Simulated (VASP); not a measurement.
Given:

```
CELL_PARAMETERS angstrom
      0.00000     2.65154     2.65154
      2.65154     0.00000     2.65154
      2.65154     2.65154     0.00000
ATOMIC_POSITIONS crystal
  Pd 0.00000 0.00000 0.00000
  P  0.25000 0.25000 0.25000
```

Level of theory: PBEsol GGA, VASP's PBE PAW potentials (set 64) (plane waves; VASP). Run with 400 eV cut-off, Gaussian smearing of 0.050 eV, potentials Pd P.

### Question
What does the run give for the band gap (along the path) with the smallest direct gap where there is one?

### Answer

```json
{
  "band gap (along the path)": "none (metal, semimetal or under 0.01 eV)"
}
```

Total energies compare only between runs with the same potentials, cut-off and functional.

The structure was generated: PdP was put into the zinc blende type (F-43m), which need not be its known phase. It was relaxed first, which changed the volume by -19 %. The electron count is odd and the run is not spin-polarised, which forces a metal.
